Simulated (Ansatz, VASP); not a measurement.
**TeRu in VASP and in Ansatz**

```
Ru Te
1.0
     0.00000    2.90581    2.90581
     2.90581    0.00000    2.90581
     2.90581    2.90581    0.00000
Ru Te
1 1
Direct
  0.00000 0.00000 0.00000
  0.25000 0.25000 0.25000
```

Alike in both runs: task single point; functional r2SCAN; k mesh 10 × 10 × 10; occupations gaussian, width 0.05 eV; no spin polarisation.

|  | VASP | Ansatz |
| --- | --- | --- |
| version | VASP 6.6.1 | Ansatz 0.2.0 |
| potentials or method | VASP PAW PBE potentials, release 64 (Ru_pv, Te) | scalar-relativistic, plane waves, PAW |
| plane-wave cutoff (eV) | 520 | 500 |
| valence electrons in the cell | 20 | 32 |

Ansatz gave:

```
gap on the k mesh at the Fermi level (eV) : none
pressure (GPa)                            : 2.2
```

Question: Estimate VASP's values.

Answer: gap on the k mesh at the Fermi level (eV): none; pressure (GPa): 2.1.

A gap of «none» marks a metal or a gap that the smearing closes. With one functional, cell and mesh, what is left measures potentials, basis and numerics. The two sets of potentials don't hold the same shells in valence.

Caveats: the PAW data sets were made with another functional, which shifts forces and pressure a little (VASP). Spin-orbit coupling is left out, which matters for the levels of Te.
